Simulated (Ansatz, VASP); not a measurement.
# CdS (Greenockite): VASP beside Ansatz, part 2 of 3

Wanted: the spread between two codes on one cell, functional and k mesh. The cell is taken from a series of runs on this material, whose earlier steps may have relaxed, scaled, displaced or heated it; both programs get it as it stands.

VASP 6.6.1 and Ansatz 0.2.0.

So far: Starting point; VASP: zone-centre phonons, LDA.

### Step 2. VASP: zone-centre phonons, LDA (continued)

Level of this step: LDA; plane waves and PAW (Cd, S) (VASP).

OUTCAR, selected parts (step 2):

```text
ion  position               nearest neighbor table
   1  0.333  0.667  0.999-   4 2.49   4 2.49   4 2.49   3 2.50
   2  0.667  0.333  0.499-   3 2.49   3 2.49   3 2.49   4 2.50
   3  0.333  0.667  0.376-   2 2.49   2 2.49   2 2.49   1 2.50
   4  0.667  0.333  0.876-   1 2.49   1 2.49   1 2.49   2 2.50

  LATTYP: Found a hexagonal cell.
 ALAT       =     4.0735340762
 C/A-ratio  =     1.6296054821

 Subroutine GETGRP returns: Found 12 space group operations
 (whereof  6 operations were pure point group operations)

The static configuration has the point symmetry C_3v.
 The point group associated with its full space group is C_6v.

 Found     36 irreducible k-points:

   k-points           NKPTS =     36   k-points in BZ     NKDIM =     36   number of bands    NBANDS=     24

   dimension x,y,z NGX =    30 NGY =   30 NGZ =   48
   dimension x,y,z NGXF=    60 NGYF=   60 NGZF=   96

   ENCUT  =  500.0 eV  36.75 Ry    6.06 a.u.   7.43  7.43 12.10*2*pi/ulx,y,z

   NELECT =      36.0000    total number of electrons

 k-points in reciprocal lattice and weights: Automatic mesh
   0.00000000  0.00000000  0.00000000       0.003
   0.11111111  0.00000000  0.00000000       0.019
   0.22222222  0.00000000  0.00000000       0.019
   0.33333333  0.00000000  0.00000000       0.019
   0.44444444  0.00000000  0.00000000       0.019
   0.11111111  0.11111111  0.00000000       0.019
   0.22222222  0.11111111  0.00000000       0.037
   0.33333333  0.11111111  0.00000000       0.037
   0.44444444  0.11111111  0.00000000       0.019
[...]
0.33333333  0.22222222  0.50000000       0.037
   0.33333333  0.33333333  0.50000000       0.006

 average (electrostatic) potential at core
       1 -39.8605       2 -39.8605       3 -89.5792       4 -89.5792

  Total        0.3052063      0.3052063      0.3080616      0.0000000      0.0000000      0.0000000
  in kB        5.1259792      5.1259792      5.1739355      0.0000000      0.0000000      0.0000000
  external PRESSURE =       5.1419646 kB  Pullay stress =       0.0000000 kB

  energy-cutoff  :      500.00
  volume of cell :       95.40
[...]
4.073534076  0.000000000  0.000000000     0.245487084  0.141732034  0.000000000
    -2.036767038  3.527783993  0.000000000     0.000000000  0.283464068  0.000000000
     0.000000000  0.000000000  6.638253462     0.000000000  0.000000000  0.150642033

 POSITION                                       TOTAL-FORCE (eV/Angst)
 -----------------------------------------------------------------------------------
      0.00000      2.35186      6.63470        -0.000000      0.000000      0.001021
      2.03677      1.17593      3.31557         0.000000     -0.000000      0.001021
      0.00000      2.35186      2.49290        -0.000000     -0.000000     -0.001021
      2.03677      1.17593      5.81203         0.000000      0.000000     -0.001021
 -----------------------------------------------------------------------------------
    total drift:                               -0.000000      0.000000     -0.000165

 MACROSCOPIC STATIC DIELECTRIC TENSOR (including local field effects in DFT)
 ------------------------------------------------------
           6.665982     0.000000     0.000000
           0.000000     6.665982    -0.000000
          -0.000000    -0.000000     6.818940
 ------------------------------------------------------

 PIEZOELECTRIC TENSOR (including local field effects)  for field in x, y, z        (C/m^2)
          XX          YY          ZZ          XY          YZ          ZX
  --------------------------------------------------------------------------------
  x     0.00000     0.00000     0.00000     0.00000     0.00000     0.34151
  y     0.00000     0.00000     0.00000     0.00000     0.34151     0.00000
  z     0.32898     0.32898    -0.68165     0.00000     0.00000     0.00000

 BORN EFFECTIVE CHARGES (including local field effects) (in |e|, cummulative output)
 ---------------------------------------------------------------------------------
 ion    1
    1     2.07952     0.00000     0.00000
    2     0.00000     2.07952     0.00000
    3    -0.00000    -0.00000     2.18558
 ion    2
    1     2.07952    -0.00000     0.00000
    2     0.00000     2.07952     0.00000
    3     0.00000     0.00000     2.18558
 ion    3
    1    -2.07952     0.00000     0.00000
    2    -0.00000    -2.07952     0.00000
    3     0.00000    -0.00000    -2.18558
 ion    4
    1    -2.07952    -0.00000     0.00000
    2     0.00000    -2.07952     0.00000
    3     0.00000    -0.00000    -2.18558

 Eigenvectors and eigenvalues of the dynamical matrix
 ----------------------------------------------------

   1 f  =    9.305970 THz    58.471131 2PiTHz  310.413730 cm-1    38.486380 meV
             X         Y         Z           dx          dy          dz
      0.000000  2.351856  6.634697     0.000000   -0.000000    0.126822
      2.036767  1.175928  3.315571    -0.000000    0.000000   -0.126822
      0.000000  2.351856  2.492901     0.000000   -0.000000   -0.695641
      2.036767  1.175928  5.812028    -0.000000    0.000000    0.695641

   2 f  =    7.960653 THz    50.018259 2PiTHz  265.538805 cm-1    32.922601 meV
             X         Y         Z           dx          dy          dz
      0.000000  2.351856  6.634697     0.000001   -0.295612    0.000000
      2.036767  1.175928  3.315571    -0.000001    0.295612    0.000000
      0.000000  2.351856  2.492901     0.000002   -0.642350   -0.000000
      2.036767  1.175928  5.812028    -0.000002    0.642350   -0.000000

   3 f  =    7.960653 THz    50.018259 2PiTHz  265.538805 cm-1    32.922601 meV
             X         Y         Z           dx          dy          dz
      0.000000  2.351856  6.634697    -0.295612   -0.000001   -0.000000
      2.036767  1.175928  3.315571     0.295612    0.000001   -0.000000
      0.000000  2.351856  2.492901    -0.642350   -0.000002    0.000000
      2.036767  1.175928  5.812028     0.642350    0.000002    0.000000

   4 f  =    7.569018 THz    47.557543 2PiTHz  252.475264 cm-1    31.302929 meV
             X         Y         Z           dx          dy          dz
      0.000000  2.351856  6.634697    -0.000005    0.333457   -0.000000
      2.036767  1.175928  3.315571    -0.000005    0.333457   -0.000000
      0.000000  2.351856  2.492901     0.000009   -0.623544    0.000000
      2.036767  1.175928  5.812028     0.000009   -0.623544    0.000000

   5 f  =    7.569018 THz    47.557543 2PiTHz  252.475264 cm-1    31.302929 meV
             X         Y         Z           dx          dy          dz
      0.000000  2.351856  6.634697     0.333457    0.000005    0.000000
      2.036767  1.175928  3.315571     0.333457    0.000005    0.000000
      0.000000  2.351856  2.492901    -0.623544   -0.000009   -0.000000
      2.036767  1.175928  5.812028    -0.623544   -0.000009   -0.000000

   6 f  =    7.347171 THz    46.163638 2PiTHz  245.075251 cm-1    30.385445 meV
             X         Y         Z           dx          dy          dz
      0.000000  2.351856  6.634697     0.000000   -0.000000   -0.332861
      2.036767  1.175928  3.315571     0.000000   -0.000000   -0.332861
      0.000000  2.351856  2.492901    -0.000000    0.000000    0.623862
      2.036767  1.175928  5.812028    -0.000000    0.000000    0.623862

   7 f  =    4.137121 THz    25.994300 2PiTHz  137.999515 cm-1    17.109752 meV
             X         Y         Z           dx          dy          dz
      0.000000  2.351856  6.634697    -0.000000   -0.000000   -0.695641
      2.036767  1.175928  3.315571     0.000000    0.000000    0.695641
      0.000000  2.351856  2.492901    -0.000000   -0.000000   -0.126822
      2.036767  1.175928  5.812028    -0.000000    0.000000    0.126822

   8 f  =    1.269210 THz     7.974680 2PiTHz   42.336281 cm-1     5.249028 meV
             X         Y         Z           dx          dy          dz
      0.000000  2.351856  6.634697    -0.000043    0.642350   -0.000000
      2.036767  1.175928  3.315571     0.000043   -0.642350   -0.000000
      0.000000  2.351856  2.492901     0.000020   -0.295612   -0.000000
      2.036767  1.175928  5.812028    -0.000020    0.295612   -0.000000

   9 f  =    1.269210 THz     7.974680 2PiTHz   42.336281 cm-1     5.249028 meV
             X         Y         Z           dx          dy          dz
      0.000000  2.351856  6.634697    -0.642350   -0.000043    0.000000
      2.036767  1.175928  3.315571     0.642350    0.000043    0.000000
      0.000000  2.351856  2.492901     0.295612    0.000020    0.000000
      2.036767  1.175928  5.812028    -0.295612   -0.000020    0.000000

  10 f/i=    0.003119 THz     0.019594 2PiTHz    0.104022 cm-1     0.012897 meV
             X         Y         Z           dx          dy          dz
      0.000000  2.351856  6.634697     0.000000    0.000000   -0.623862
      2.036767  1.175928  3.315571     0.000000    0.000000   -0.623862
      0.000000  2.351856  2.492901     0.000000    0.000000   -0.332861
      2.036767  1.175928  5.812028     0.000000    0.000000   -0.332861

  11 f/i=    0.004020 THz     0.025261 2PiTHz    0.134108 cm-1     0.016627 meV
             X         Y         Z           dx          dy          dz
      0.000000  2.351856  6.634697     0.145468    0.606338    0.000000
      2.036767  1.175928  3.315571     0.145468    0.606338    0.000000
      0.000000  2.351856  2.492901     0.077793    0.324256    0.000000
      2.036767  1.175928  5.812028     0.077793    0.324256    0.000000

  12 f/i=    0.004020 THz     0.025261 2PiTHz    0.134108 cm-1     0.016627 meV
             X         Y         Z           dx          dy          dz
      0.000000  2.351856  6.634697    -0.606338    0.145468    0.000000
      2.036767  1.175928  3.315571    -0.606338    0.145468    0.000000
      0.000000  2.351856  2.492901    -0.324256    0.077793    0.000000
      2.036767  1.175928  5.812028    -0.324256    0.077793    0.000000

 MACROSCOPIC STATIC DIELECTRIC TENSOR IONIC CONTRIBUTION
 ------------------------------------------------------
           2.803196     0.000000    -0.000000
           0.000000     2.803196    -0.000000
          -0.000000    -0.000000     3.290435
 ------------------------------------------------------

 ELASTIC MODULI CONTR FROM IONIC RELAXATION (kBar)
 Direction    XX          YY          ZZ          XY          YZ          ZX
 --------------------------------------------------------------------------------
 XX        -399.9228    152.3839    238.3191     -0.0000     -0.0000      0.0000
 YY         152.3839   -399.9228    238.3191      0.0000      0.0000     -0.0000
 ZZ         238.3191    238.3191   -458.8854     -0.0000     -0.0000     -0.0000
 XY          -0.0000      0.0000     -0.0000   -276.1533      0.0000      0.0000
 YZ          -0.0000      0.0000     -0.0000      0.0000   -112.9238     -0.0000
 ZX           0.0000     -0.0000     -0.0000      0.0000     -0.0000   -118.8503
 --------------------------------------------------------------------------------

 PIEZOELECTRIC TENSOR IONIC CONTR  for field in x, y, z        (C/m^2)
          XX          YY          ZZ          XY          YZ          ZX
  --------------------------------------------------------------------------------
  x     0.00000    -0.00000    -0.00000     0.00000    -0.00000    -0.54312
  y    -0.00000     0.00000    -0.00000    -0.00000    -0.52941    -0.00000
  z    -0.60049    -0.60049     1.15625     0.00000     0.00000     0.00000
```

[end of part 2 of 3]

[Lines on the potential files, build, host, timing and source positions are cut from VASP's logs without a mark.]

[Logs are printed without paths, hosts, clocks, repeated set-up lines and the standing remarks that a program may print on its own settings, such as how far it seeks lower states.]

[Hosts, paths, dates, database ids (printed as entryN), source tags and the programs' standing remarks are cut or masked in the printed files.]
